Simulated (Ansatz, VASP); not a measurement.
# Zn2H73C38S8N7O24F8: VASP beside Ansatz, part 2 of 2

One calculation is typed for both programs; each brings its own data sets. How far apart do they land? The cell is taken from a series of runs on this material, whose earlier steps may have relaxed, scaled, displaced or heated it; both programs get it as it stands.

VASP 6.6.1 and Ansatz 0.2.0.

So far. Step 2 (VASP: single point, PBEsol): The run ends at a pressure of 3.24 GPa, with forces up to 7.4 eV/Å.

## Step 3: Ansatz: single point, PBEsol

Level of this step: Ansatz beside VASP: Kohn-Sham DFT, plane waves, PBEsol (Ansatz).

Ansatz runs on its default PAW (the set named soft_2) files.

The same cell, functional, mesh and smearing now go to Ansatz, which takes its cutoff from its data sets.

input.yaml

```yaml
crystal:
  lattice:
    - [12.51225, 0.0, 0.0]
    - [0.0, 12.51225, 0.0]
    - [0.0, 0.0, 12.51225]
  atoms:
    - { symbol: C, position: [0.57523, 0.4282, 0.12642] }
    - { symbol: C, position: [0.48873, 0.48665, 0.06387] }
    - { symbol: C, position: [0.53133, 0.49979, 0.95224] }
    - { symbol: O, position: [0.63643, 0.45858, 0.95168] }
    - { symbol: C, position: [0.6701, 0.4752, 0.06557] }
    - { symbol: H, position: [0.57069, 0.34062, 0.11915] }
    - { symbol: H, position: [0.57835, 0.43866, 0.21301] }
    - { symbol: H, position: [0.48132, 0.56126, 0.10424] }
    - { symbol: H, position: [0.40791, 0.44908, 0.05301] }
    - { symbol: H, position: [0.53198, 0.58627, 0.93051] }
    - { symbol: H, position: [0.48208, 0.45844, 0.8927] }
    - { symbol: H, position: [0.67687, 0.55624, 0.08691] }
    - { symbol: H, position: [0.739, 0.42697, 0.07756] }
    - { symbol: C, position: [0.73406, 0.72142, 0.81875] }
    - { symbol: C, position: [0.84459, 0.71548, 0.86288] }
    - { symbol: C, position: [0.88478, 0.61947, 0.798] }
    - { symbol: O, position: [0.83996, 0.62612, 0.6955] }
    - { symbol: C, position: [0.74897, 0.7001, 0.70366] }
    - { symbol: H, position: [0.68873, 0.79503, 0.82768] }
    - { symbol: H, position: [0.68576, 0.66541, 0.86066] }
    - { symbol: H, position: [0.83816, 0.70068, 0.94583] }
    - { symbol: H, position: [0.87876, 0.79043, 0.84385] }
    - { symbol: H, position: [0.86346, 0.54038, 0.83063] }
    - { symbol: H, position: [0.97392, 0.6221, 0.78393] }
    - { symbol: H, position: [0.67728, 0.6581, 0.68344] }
    - { symbol: H, position: [0.77345, 0.77565, 0.66238] }
    - { symbol: C, position: [0.42087, 0.10161, 0.6111] }
    - { symbol: C, position: [0.3793, 0.16115, 0.51554] }
    - { symbol: C, position: [0.26428, 0.18491, 0.53513] }
    - { symbol: O, position: [0.25569, 0.19094, 0.64765] }
    - { symbol: C, position: [0.35728, 0.16162, 0.69464] }
    - { symbol: H, position: [0.50616, 0.10256, 0.61554] }
    - { symbol: H, position: [0.39094, 0.01969, 0.60584] }
    - { symbol: H, position: [0.38947, 0.12307, 0.43654] }
    - { symbol: H, position: [0.42815, 0.23611, 0.51337] }
    - { symbol: H, position: [0.20854, 0.1194, 0.5057] }
    - { symbol: H, position: [0.24819, 0.25767, 0.49475] }
    - { symbol: H, position: [0.33749, 0.10854, 0.76555] }
    - { symbol: H, position: [0.39475, 0.22997, 0.7191] }
    - { symbol: C, position: [0.38504, 0.71327, 0.38082] }
    - { symbol: C, position: [0.44292, 0.75955, 0.47102] }
    - { symbol: C, position: [0.45835, 0.87422, 0.43359] }
    - { symbol: O, position: [0.48711, 0.86321, 0.32527] }
    - { symbol: C, position: [0.44345, 0.76317, 0.29145] }
    - { symbol: H, position: [0.30067, 0.73715, 0.38482] }
    - { symbol: H, position: [0.38821, 0.62366, 0.37747] }
    - { symbol: H, position: [0.51941, 0.72121, 0.47506] }
    - { symbol: H, position: [0.40761, 0.74916, 0.55488] }
    - { symbol: H, position: [0.52113, 0.91096, 0.47616] }
    - { symbol: H, position: [0.38324, 0.92291, 0.43626] }
    - { symbol: H, position: [0.51873, 0.71631, 0.27198] }
    - { symbol: H, position: [0.39874, 0.77234, 0.21571] }
    - { symbol: C, position: [0.09092, 0.51739, 0.98206] }
    - { symbol: C, position: [0.09409, 0.45276, 0.07468] }
    - { symbol: C, position: [0.14279, 0.53581, 0.15242] }
    - { symbol: O, position: [0.20738, 0.60579, 0.08923] }
    - { symbol: C, position: [0.19102, 0.58705, 0.98225] }
    - { symbol: H, position: [0.0153, 0.56225, 0.98359] }
    - { symbol: H, position: [0.08318, 0.46626, 0.91228] }
    - { symbol: H, position: [0.15738, 0.39345, 0.05425] }
    - { symbol: H, position: [0.01986, 0.41794, 0.0958] }
    - { symbol: H, position: [0.1891, 0.49442, 0.21545] }
    - { symbol: H, position: [0.08784, 0.58349, 0.19144] }
    - { symbol: H, position: [0.25778, 0.5466, 0.94532] }
    - { symbol: H, position: [0.18129, 0.65678, 0.92884] }
    - { symbol: C, position: [0.75302, 0.14247, 0.76892] }
    - { symbol: C, position: [0.75991, 0.12102, 0.88508] }
    - { symbol: C, position: [0.86604, 0.05885, 0.89939] }
    - { symbol: O, position: [0.88969, 0.00885, 0.79922] }
    - { symbol: C, position: [0.80903, 0.0423, 0.72332] }
    - { symbol: H, position: [0.79407, 0.21752, 0.7522] }
    - { symbol: H, position: [0.67186, 0.14556, 0.74699] }
    - { symbol: H, position: [0.69708, 0.07139, 0.9027] }
    - { symbol: H, position: [0.75474, 0.19068, 0.93262] }
    - { symbol: H, position: [0.87367, 0.0038, 0.96884] }
    - { symbol: H, position: [0.91991, 0.12183, 0.90707] }
    - { symbol: H, position: [0.75221, 0.97986, 0.70911] }
    - { symbol: H, position: [0.83897, 0.05535, 0.64275] }
    - { symbol: C, position: [0.56461, 0.40833, 0.53786] }
    - { symbol: C, position: [0.58284, 0.41196, 0.65599] }
    - { symbol: C, position: [0.70266, 0.42708, 0.65521] }
    - { symbol: O, position: [0.73526, 0.48154, 0.56064] }
    - { symbol: C, position: [0.64207, 0.49168, 0.49487] }
    - { symbol: H, position: [0.48406, 0.4215, 0.50955] }
    - { symbol: H, position: [0.59292, 0.33177, 0.49963] }
    - { symbol: H, position: [0.55725, 0.34427, 0.70647] }
    - { symbol: H, position: [0.55012, 0.48201, 0.69868] }
    - { symbol: H, position: [0.7433, 0.35135, 0.64717] }
    - { symbol: H, position: [0.73501, 0.47184, 0.72126] }
    - { symbol: H, position: [0.67431, 0.47523, 0.41643] }
    - { symbol: H, position: [0.6136, 0.57343, 0.49518] }
    - { symbol: C, position: [0.4027, 0.7907, 0.94753] }
    - { symbol: C, position: [0.48535, 0.86534, 0.99867] }
    - { symbol: C, position: [0.43279, 0.97554, 0.00377] }
    - { symbol: O, position: [0.33065, 0.95602, 0.95083] }
    - { symbol: C, position: [0.35052, 0.8724, 0.88278] }
    - { symbol: H, position: [0.34541, 0.76172, 0.00691] }
    - { symbol: H, position: [0.43005, 0.71975, 0.90525] }
    - { symbol: H, position: [0.5492, 0.88244, 0.94085] }
    - { symbol: H, position: [0.52221, 0.84034, 0.07422] }
    - { symbol: H, position: [0.47873, 0.03322, 0.95489] }
    - { symbol: H, position: [0.41404, 0.9937, 0.08836] }
    - { symbol: H, position: [0.39402, 0.89319, 0.80918] }
    - { symbol: H, position: [0.27544, 0.84092, 0.85489] }
    - { symbol: "N", position: [0.66028, 0.03117, 0.28766] }
    - { symbol: S, position: [0.74751, 0.00638, 0.20652] }
    - { symbol: O, position: [0.70529, 0.96017, 0.1089] }
    - { symbol: O, position: [0.84997, 0.9611, 0.24633] }
    - { symbol: F, position: [0.7791, 0.1261, 0.16995] }
    - { symbol: S, position: [0.71382, 0.08177, 0.38785] }
    - { symbol: O, position: [0.81509, 0.03633, 0.42637] }
    - { symbol: O, position: [0.6441, 0.11916, 0.47219] }
    - { symbol: F, position: [0.75778, 0.1947, 0.34834] }
    - { symbol: "N", position: [0.93677, 0.32393, 0.29326] }
    - { symbol: S, position: [0.95914, 0.35545, 0.40778] }
    - { symbol: O, position: [0.89991, 0.44731, 0.44536] }
    - { symbol: O, position: [0.06138, 0.3464, 0.4522] }
    - { symbol: F, position: [0.8981, 0.26704, 0.47546] }
    - { symbol: S, position: [0.01229, 0.22495, 0.2642] }
    - { symbol: O, position: [0.99336, 0.12554, 0.3222] }
    - { symbol: O, position: [0.12455, 0.245, 0.23876] }
    - { symbol: F, position: [0.96035, 0.19954, 0.15012] }
    - { symbol: "N", position: [0.74884, 0.75942, 0.30299] }
    - { symbol: S, position: [0.8032, 0.76572, 0.41566] }
    - { symbol: O, position: [0.89414, 0.83897, 0.41381] }
    - { symbol: O, position: [0.81145, 0.66808, 0.47808] }
    - { symbol: F, position: [0.72561, 0.84053, 0.48247] }
    - { symbol: S, position: [0.82144, 0.68954, 0.23221] }
    - { symbol: O, position: [0.8281, 0.57387, 0.26039] }
    - { symbol: O, position: [0.91975, 0.7306, 0.18476] }
    - { symbol: F, position: [0.7616, 0.68897, 0.1233] }
    - { symbol: "N", position: [0.20494, 0.56164, 0.5614] }
    - { symbol: S, position: [0.21111, 0.58455, 0.68103] }
    - { symbol: O, position: [0.14115, 0.52289, 0.75155] }
    - { symbol: O, position: [0.24087, 0.69439, 0.70827] }
    - { symbol: F, position: [0.31697, 0.52077, 0.70415] }
    - { symbol: S, position: [0.11412, 0.62951, 0.51128] }
    - { symbol: O, position: [0.14186, 0.74158, 0.49046] }
    - { symbol: O, position: [0.00341, 0.61074, 0.54712] }
    - { symbol: F, position: [0.1111, 0.57666, 0.39586] }
    - { symbol: C, position: [0.04601, 0.28737, 0.742] }
    - { symbol: C, position: [0.9728, 0.36284, 0.69268] }
    - { symbol: "N", position: [0.92387, 0.43041, 0.6501] }
    - { symbol: H, position: [0.00959, 0.25717, 0.81491] }
    - { symbol: H, position: [0.0724, 0.2246, 0.68758] }
    - { symbol: H, position: [0.1146, 0.33626, 0.76821] }
    - { symbol: C, position: [0.11108, 0.9399, 0.68646] }
    - { symbol: C, position: [0.05938, 0.97156, 0.58621] }
    - { symbol: "N", position: [0.01306, 0.98319, 0.50511] }
    - { symbol: H, position: [0.18933, 0.90064, 0.66798] }
    - { symbol: H, position: [0.12037, 0.00725, 0.74426] }
    - { symbol: H, position: [0.06005, 0.89172, 0.73898] }
    - { symbol: C, position: [0.12139, 0.85249, 0.09206] }
    - { symbol: C, position: [0.08612, 0.87395, 0.2023] }
    - { symbol: "N", position: [0.05688, 0.90518, 0.28627] }
    - { symbol: H, position: [0.20267, 0.81779, 0.09776] }
    - { symbol: H, position: [0.06975, 0.7943, 0.05282] }
    - { symbol: H, position: [0.12385, 0.92395, 0.04293] }
    - { symbol: Zn, position: [0.9512, 0.97407, 0.36926] }
    - { symbol: Zn, position: [0.86413, 0.54391, 0.56262] }
kpoints:
  mp_grid: { grid: [1, 1, 1] }
hamiltonian:
  xc: pbesol
scf:
  occupations: { method: fermi_dirac, width: 0.025 }
output:
  forces: true
  stress: true
  populations: true
  dos:
    method: { smearing: { sigma: 0.1 } }
    de: 0.1
    projected: { site_lists: { C: [C], F: [F], H: [H], "N": ["N"], O: [O] } }
  eigenvalues: true
```

On the command line:

```bash
ansatz run input.yaml --threads 4 --pin off --max-ram 8192MiB --backend cpu --events-out ev --progress --plain --runs-dir out
```

Numbers of over 12 decimals in the logs are rounded to 6 here.

What it wrote:

```text
Engine: ansatz 0.2.0, x86_64-unknown-linux-gnu
Pseudopotentials: kind: paw
Pseudopotential: C, paw, valence charge 4, recommended cutoff 420 eV (normal), C.paw.azcp
Pseudopotential: O, paw, valence charge 6, recommended cutoff 420 eV (normal), O.paw.azcp
Pseudopotential: H, paw, valence charge 1, recommended cutoff 420 eV (normal), H.paw.azcp
Pseudopotential: N, paw, valence charge 5, recommended cutoff 420 eV (normal), N.paw.azcp
Pseudopotential: S, paw, valence charge 6, recommended cutoff 420 eV (normal), S.paw.azcp
Pseudopotential: F, paw, valence charge 7, recommended cutoff 420 eV (normal), F.paw.azcp
Pseudopotential: Zn, paw, valence charge 12, recommended cutoff 420 eV (normal), Zn.paw.azcp
Functional definition: PBEsol
  exchange = pbesol_x
  correlation = pbesol_c
Crystal: 160 atoms, lattice volume = 1958.873 Å³
Basis set: ecut = 420 eV, 38401 PW (Γ), exchange–correlation on 180×180×180 points (8 copies of the dense FFT grid, shifted against one another)
Bands: 426, of which v1, the nominal top of the filled ones, is band 266 counted from 1 (265 counted from 0)
Symmetry: 1 space group operations
Space group: P1 (ITA 1), of the structure as read, at distance tolerance 1.3e-4 Å
k-points: 1
Non-local potential: C, projectors of the file, l = 0: 2, l = 1: 2, l = 2: 1
Non-local potential: O, projectors of the file, l = 0: 2, l = 1: 2, l = 2: 1
Non-local potential: H, projectors of the file, l = 0: 2, l = 1: 1
Non-local potential: N, projectors of the file, l = 0: 2, l = 1: 2, l = 2: 1
Non-local potential: S, projectors of the file, l = 0: 2, l = 1: 2, l = 2: 2
Non-local potential: F, projectors of the file, l = 0: 2, l = 1: 2, l = 2: 1
Non-local potential: Zn, projectors of the file, l = 0: 2, l = 1: 2, l = 2: 3, l = 3: 1
PAW form: soft (Blöchl's): semilocal exchange-correlation on the pseudo side does not see the compensation charge
PAW frozen core: C, regenerated for the run's functional, and the local potential with it (the file was generated under x = pbe(κ = 0.804, μ = 0.219515), c = pbe(β = 0.066725))
PAW frozen core: O, regenerated for the run's functional, and the local potential with it (the file was generated under x = pbe(κ = 0.804, μ = 0.219515), c = pbe(β = 0.066725))
PAW frozen core: N, regenerated for the run's functional, and the local potential with it (the file was generated under x = pbe(κ = 0.804, μ = 0.219515), c = pbe(β = 0.066725))
PAW frozen core: S, regenerated for the run's functional, and the local potential with it (the file was generated under x = pbe(κ = 0.804, μ = 0.219515), c = pbe(β = 0.066725))
PAW frozen core: F, regenerated for the run's functional, and the local potential with it (the file was generated under x = pbe(κ = 0.804, μ = 0.219515), c = pbe(β = 0.066725))
PAW frozen core: Zn, regenerated for the run's functional, and the local potential with it (the file was generated under x = pbe(κ = 0.804, μ = 0.219515), c = pbe(β = 0.066725))
PAW one-centre angular grid: C, 110 points (default); XC on 64 Gauss nodes
PAW one-centre angular grid: O, 110 points (default); XC on 64 Gauss nodes
PAW one-centre angular grid: H, 110 points (default); XC on 64 Gauss nodes
PAW one-centre angular grid: N, 110 points (default); XC on 64 Gauss nodes
PAW one-centre angular grid: S, 110 points (default); XC on 64 Gauss nodes
PAW one-centre angular grid: F, 110 points (default); XC on 64 Gauss nodes
PAW one-centre angular grid: Zn, 590 points (default); XC on 64 Gauss nodes
Initial density: superposition of atomic densities (neutral atoms: chi_scale 0, normalization atom), corrected by the library's trained network
Initial wavefunctions: pseudopotential atomic-orbital guess
Functional: x = pbesol(κ = 0.804, μ = 0.123457), c = pbesol(β = 0.046)
SCF iter   1: F=—  HF=-46650.240691 eV  |F-HF|=—  |Δ(HF+E_count)|=         —  Δρ=9.18e-3  dr2=2.78e0  ethr=1.77e-3  ⟨swp⟩=6.0  Hψ=2078  notcnv=0  defer=54
preconditioner: auto → Resta (q_TF=auto, 2.196 Å⁻¹)  ε∞=2.5  [insulator: Δε(μ)=4.402 eV  Ē_g=15.505 eV  σ=0.025 eV  W_gap=1.00  n_scr=364 (ndim 8)  ℏωp=19.1 eV  f_vac=0.320  D(μ)=0.00/eV (n_scr^D=0)  ε∞_Penn≈2.5]
SCF iter   2: F=—  HF=-46649.466503 eV  |F-HF|=—  |Δ(HF+E_count)|=   7.74e-1  Δρ=4.02e-3  dr2=6.37e-1  ethr=5.23e-4  ⟨swp⟩=2.0  Hψ=674  notcnv=0  defer=151
SCF iter   3: F=—  HF=-46649.333775 eV  |F-HF|=—  |Δ(HF+E_count)|=   1.33e-1  Δρ=2.48e-3  dr2=2.65e-1  ethr=1.20e-4  ⟨swp⟩=3.0  Hψ=515  notcnv=0  defer=151
SCF iter   4: F=—  HF=-46649.271330 eV  |F-HF|=—  |Δ(HF+E_count)|=   6.24e-2  Δρ=1.42e-3  dr2=6.48e-2  ethr=4.97e-5  ⟨swp⟩=3.0  Hψ=726  notcnv=0  defer=155
SCF iter   5: F=—  HF=-46649.261262 eV  |F-HF|=—  |Δ(HF+E_count)|=   1.01e-2  Δρ=7.62e-4  dr2=1.30e-2  ethr=1.22e-5  ⟨swp⟩=2.0  Hψ=506  notcnv=0  defer=155
[...]
atom 148  C     -1.08838130    -0.52651290    -0.84759130
  atom 149  N      2.22908572     0.28428362     3.69413213
  atom 150  H     -0.58619302     0.17035490     0.24234086
  atom 151  H      0.39914606     0.18350237    -0.83019103
  atom 152  H     -0.32341461    -0.66877123    -0.61966591
  atom 153  C      0.29513313    -0.53549515     1.43623598
  atom 154  C     -0.71625114     1.25904221     0.76433124
  atom 155  N      1.95139268    -1.40584948    -3.13469404
  atom 156  H     -0.15571231     0.03043988    -0.19393899
  atom 157  H     -0.27255090    -0.32482566     0.14735770
  atom 158  H      0.07575919     0.60691458     0.07539094
  atom 159  Zn     0.11166629     1.07536990    -0.56055605
  atom 160  Zn     2.11069161     0.78988546     0.03949603
  max |Σ_I F_I| component: 1.44e-4 eV/Å
--- Stress (GPa, compression-positive) ---
        3.742519       0.193322       0.498869
        0.193322       2.159890       0.538930
        0.498868       0.538930       3.985066
  P = ⅓ Tr σ = 3.2958 GPa (32.958 kbar)
--- Band table (eV) ---
  k-point 0: bands = [... 262 lower, -0.3509, -0.2972, 0.0160, 0.0647, 3.1135, 3.4356, 3.5302, 3.6475, ... 156 higher]
--- Löwdin populations: 160 sites ---
  site symbol       q [e]
     0      C      4.2984
     1      C      4.3092
     2      C      4.0635
     3      O      6.3733
     4      C      4.0963
     5      H      0.8054
     6      H      0.8004
     7      H      0.7986
     8      H      0.8109
     9      H      0.8607
    10      H      0.8111
    11      H      0.8061
    12      H      0.7702
    13      C      4.2918
    14      C      4.3191
    15      C      4.0770
    16      O      6.4000
    17      C      4.0911
    18      H      0.7949
    19      H      0.8039
    20      H      0.7704
    21      H      0.7943
    22      H      0.8214
    23      H      0.7984
[...]
152      C      4.4857
   153      C      3.6493
   154      N      5.3055
   155      H      0.7464
   156      H      0.7368
   157      H      0.7325
   158     Zn     10.4303
   159     Zn     10.4287
  spilling = 0.015875 (of n_electrons = 532.000000)
```

## Step 4: Differences

Known differences besides the potentials themselves: the cutoff is 420 eV in Ansatz and 600 eV in VASP (PREC = Accurate, projectors in real space); Ansatz makes its cores anew for this functional, VASP keeps those of its PBE data sets. Total energies have different zeros and are not compared.

Both answers:

```
              quantity  Ansatz   VASP  difference
        pressure (GPa)    3.30   3.24       +0.06
gap on the k mesh (eV)   3.049  2.990      +0.059
```

Forces on 9 of the 160 atoms, those with the largest forces and the largest differences (eV/Å; atoms numbered as in POSCAR):

```
atom         Ansatz x, y, z           VASP x, y, z
 C34  -0.107, 1.010, -0.859   0.069, 0.766, -0.702
 O52   3.009, -0.186, 0.039  2.684, -0.169, -0.092
N141    2.229, 0.284, 3.694    2.089, 0.326, 3.451
S143  2.516, -1.151, -4.607  2.372, -1.357, -4.534
S144    1.043, 2.962, 3.889    0.948, 2.755, 4.016
S145   -2.015, 1.191, 4.095   -1.771, 1.426, 4.047
S148  4.153, -5.186, -3.589  4.227, -5.058, -3.397
S149    1.442, 0.080, 4.739    1.260, 0.158, 4.616
S150  -1.477, 2.512, -2.924  -1.504, 2.562, -2.684
```

The forces differ by 72 meV/Å r.m.s., which is 6.2 % of the r.m.s. force of 1.155 eV/Å (both taken over all components). A gap on the mesh is an upper bound, since the band edges may lie between its points.

## Step 5: Results

```
r.m.s. force difference (single point, PBEsol)         : 6.2 % of the r.m.s. force
difference in gap on the k mesh (single point, PBEsol) : 0.059 eV
```

The r.m.s. force difference is 6.2 % of the r.m.s. force (single point, PBEsol), beyond the 3 % picked in this series as the mark of a large difference. What causes the difference of the single point, PBEsol pair stays open here. Such differences can come from data sets, numerical settings and the points named under the comparisons, not from the functional's error against experiment.

[Lines on the potential files, build, host, timing and source positions are cut from VASP's logs without a mark.]

[Logs are printed without paths, hosts, clocks, repeated set-up lines and the standing remarks that a program may print on its own settings, such as how far it seeks lower states.]

[Hosts, paths, dates, database ids (printed as entryN), source tags and the programs' standing remarks are cut or masked in the printed files.]
